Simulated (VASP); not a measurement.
Computed with vdW-DF2, VASP's PBE PAW potentials (set 64) (plane waves; VASP).

VASP input:

POSCAR:
```
MgI2
1
    2.1473689691    -3.7193516870     0.0000000000
    2.1473689691     3.7193516870     0.0000000000
    0.0000000000     0.0000000000     7.0391708671
Mg I
1 2
Direct
  0.0000000000   0.0000000000   0.0000000000
  0.3333330000   0.6666670000   0.2408371910
  0.6666670000   0.3333330000   0.7591628090
```

**KPOINTS**
```
k-points along high-symmetry lines
10
Line-mode
Reciprocal
  0.000000   0.000000   0.000000 ! GAMMA
  0.500000   0.000000   0.000000 ! M

  0.500000   0.000000   0.000000 ! M
  0.333333   0.333333   0.000000 ! K

  0.333333   0.333333   0.000000 ! K
  0.000000   0.000000   0.000000 ! GAMMA

  0.000000   0.000000   0.000000 ! GAMMA
  0.000000   0.000000   0.500000 ! A

  0.000000   0.000000   0.500000 ! A
  0.500000   0.000000   0.500000 ! L

  0.500000   0.000000   0.500000 ! L
  0.333333   0.333333   0.500000 ! H

  0.333333   0.333333   0.500000 ! H
  0.000000   0.000000   0.500000 ! A

  0.500000   0.000000   0.500000 ! L
  0.500000   0.000000   0.000000 ! M

  0.333333   0.333333   0.500000 ! H
  0.333333   0.333333   0.000000 ! K
```

### INCAR
```
AGGAC = 0.0
ALGO = Normal
EDIFF = 1E-7
ENCUT = 520
GGA = ML
ICHARG = 11
ISMEAR = 0
LASPH = .TRUE.
LCHARG = .FALSE.
LMAXMIX = 4
LORBIT = 11
LREAL = .FALSE.
LUSE_VDW = .TRUE.
LWAVE = .FALSE.
NELM = 100
PREC = Accurate
SIGMA = 0.05
SYSTEM = MgI2
ZAB_VDW = -1.8867
```

POTCAR, in this order: Mg I (PBE.64 set). Program: vasp_std. Read from the step before: CHGCAR.

Output

### OUTCAR
```
 ion  position               nearest neighbor table
   1  0.000  0.000  0.000-   2 3.00   3 3.00   3 3.00   2 3.00   3 3.00   2 3.00
   2  0.333  0.667  0.241-   1 3.00   1 3.00   1 3.00
   3  0.667  0.333  0.759-   1 3.00   1 3.00   1 3.00
  LATTYP: Found a hexagonal cell.
 ALAT       =     4.2947375311
 C/A-ratio  =     1.6390223654
 Subroutine PRICEL returns:
 Original cell was already a primitive cell.
 Subroutine GETGRP returns: Found 12 space group operations
The static configuration has the point symmetry D_3d.
The dynamic configuration has the point symmetry D_3d.
 Subroutine INISYM returns: Found 12 space group operations
   k-points           NKPTS =     90   k-points in BZ     NKDIM =     90   number of bands    NBANDS=     12
   number of dos      NEDOS =    301   number of ions     NIONS =      3
   total plane-waves  NPLWV =  55296
   dimension x,y,z NGX =    32 NGY =   32 NGZ =   54
   dimension x,y,z NGXF=    64 NGYF=   64 NGZF=  108
   ions per type =               1   2
   PREC   = accura    normal or accurate (medium, high low for compatibility)
   ISTART =      0    job   : 0-new  1-cont  2-samecut
   ICHARG =     11    charge: 1-file 2-atom 10-const
   ISPIN  =      1    spin polarized calculation?
   LNONCOLLINEAR =      F non collinear calculations
   LSORBIT =      F    spin-orbit coupling
   INIWAV =      1    electr: 0-lowe 1-rand  2-diag
   ENCUT  =  520.0 eV  38.22 Ry    6.18 a.u.   7.99  7.99 13.09*2*pi/ulx,y,z
   NELM   =    100;   NELMIN=  2; NELMDL= -5     # of ELM steps
   EDIFF  = 0.1E-06   stopping-criterion for ELM
   LREAL  =      F    real-space projection
   NLSPLINE    = F    spline interpolate recip. space projectors
   LMAXMIX     =    4 max onsite mixed and CHGCAR
   VOSKOWN=      0    Vosko Wilk Nusair interpolation
   EDIFFG = 0.1E-05   stopping-criterion for IOM
   NSW    =      0    number of steps for IOM
   NBLOCK =      1;   KBLOCK =      1    inner block; outer block
   IBRION =     -1    ionic relax: 0-MD 1-quasi-New 2-CG
   NFREE  =      0    steps in history (QN), initial steepest desc. (CG)
   ISIF   =      2    stress and relaxation
   ISYM   =      2    0-nonsym 1-usesym 2-fastsym
...
```

### OSZICAR
```
       N       E                     dE             d eps       ncg     rms          rms(c)
DAV:   1     0.838846038006E+02    0.83885E+02   -0.57961E+03  2160   0.103E+03
DAV:   2     0.486700526579E+01   -0.79018E+02   -0.72608E+02  2960   0.150E+02
DAV:   3    -0.153351353659E+01   -0.64005E+01   -0.63638E+01  2724   0.495E+01
DAV:   4    -0.165788577104E+01   -0.12437E+00   -0.12434E+00  2764   0.863E+00
DAV:   5    -0.166036819135E+01   -0.24824E-02   -0.24824E-02  2756   0.122E+00
DAV:   6    -0.166046115263E+01   -0.92961E-04   -0.92961E-04  3012   0.199E-01
DAV:   7    -0.166046398250E+01   -0.28299E-05   -0.28299E-05  2732   0.264E-02
DAV:   8    -0.166046415109E+01   -0.16859E-06   -0.16857E-06  2172   0.519E-03
DAV:   9    -0.166046416086E+01   -0.97687E-08   -0.97829E-08  2020   0.132E-03
   1 F= -.16604642E+01 E0= -.16604642E+01  d E =-.260170E-12
```

OUTCAR:
```
 val. band max:        1.5386365814   @ k =   0.0000   0.0000   0.0000

 cond. band min:       4.6994412483   @ k =   0.0000   0.0000   0.0000



 k-point     1 :       0.0000    0.0000    0.0000
  band No.  band energies     occupation
      1     -10.2475      2.00000
      2      -9.6800      2.00000
      3      -1.5968      2.00000
      4       1.0707      2.00000
      5       1.0707      2.00000
      6       1.3868      2.00000
      7       1.3868      2.00000
      8       1.5386      2.00000
      9       4.6994      0.00000
     10       6.3145      0.00000
     11       8.0879      0.00000
     12       8.0879      0.00000

 k-point     2 :       0.0556    0.0000    0.0000
  band No.  band energies     occupation
      1     -10.2345      2.00000
      2      -9.6737      2.00000
      3      -1.5768      2.00000
      4       0.9559      2.00000
      5       1.0319      2.00000
      6       1.2750      2.00000
      7       1.3884      2.00000
      8       1.5306      2.00000
      9       4.8375      0.00000
     10       6.4347      0.00000
     11       7.9034      0.00000
     12       8.1329      0.00000

 k-point     3 :       0.1111    0.0000    0.0000
  band No.  band energies     occupation
      1     -10.1966      2.00000
      2      -9.6557      2.00000
      3      -1.5186      2.00000
      4       0.6461      2.00000
      5       0.9337      2.00000
      6       1.0041      2.00000
      7       1.3814      2.00000
      8       1.5033      2.00000
      9       5.1697      0.00000
     10       6.7282      0.00000
     11       7.5878      0.00000
     12       8.2530      0.00000

 k-point     4 :       0.1667    0.0000    0.0000
  band No.  band energies     occupation
      1     -10.1364      2.00000
      2      -9.6286      2.00000
      3      -1.4290      2.00000
      4       0.2306      2.00000
      5       0.6685      2.00000
      6       0.8051      2.00000
      7       1.3537      2.00000
...
```

The density is held fixed in this step, so its total energy and stress have no physical meaning. Unless said otherwise, spin-orbit coupling is left out, though it shifts the bands of the heavy elements here.

The compound is MgI2 in the 1T layered structure. It was relaxed first, which changed the volume by +10 %.
